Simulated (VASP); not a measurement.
Set up this calculation in VASP 6.6.1, as the native input.

| Property | Result |
| --- | --- |
| Task | single point |
| Functional | LDA |
| Potentials or basis | VASP PAW LDA potentials, release 64 (Ag) |
| Cutoff | 520 eV |
| k mesh | 20 × 20 × 20 |
| Occupations | gaussian, width 0.15 eV |
| Spin | no spin polarisation |
| Dipole correction | no |
| Further INCAR settings | ALGO = Fast; EDIFF = 1e-07; NBANDS = 12 |

The structure of Ag lies in POSCAR:

```
Ag
1.0
    0.0000000000      2.3495650000      2.0431000000
    2.3495650000      0.0000000000      2.0431000000
    2.3495650000      2.3495650000      0.0000000000
Ag
1
Direct
    0.0000000000      0.0000000000      0.0000000000
```

This isn't the form of Ag at room conditions, which is fcc.

The cell isn't the ideal one: strain +0.1500 x Voigt [1, 1, 0, 0, 0, 0], atoms carried along.

The input as run:

INCAR

```
PREC = Accurate ; ENCUT = 520
EDIFF = 1E-7 ; ISMEAR = 0
SIGMA = 0.15 ; LREAL = False
LASPH = True ; NELM = 100
ALGO = Fast ; ISIF = 2
LWAVE = False ; LCHARG = False
NBANDS = 12
```

KPOINTS

```
Automatic mesh
0
Gamma
  20 20 20
```

Potentials or basis: VASP PAW LDA potentials, release 64 (Ag).

Launch:

```sh
$ cat potpaw_LDA.64/Ag/POTCAR > POTCAR
$ mpirun -np 1 vasp_std > vasp.out
```

Results of the run:

```
Pressure               : -17.5 GPa
Band gap on the k mesh : none (metal or under the smearing width)
```

Caveat: so large a pressure means that the cell lies far from this level's equilibrium, or that cutoff or potentials fall short.

Wall time 48 s on 1 thread of Intel(R) Xeon(R) 6975P-C (Granite Rapids), on a shared host, peak memory 0.27 GiB.
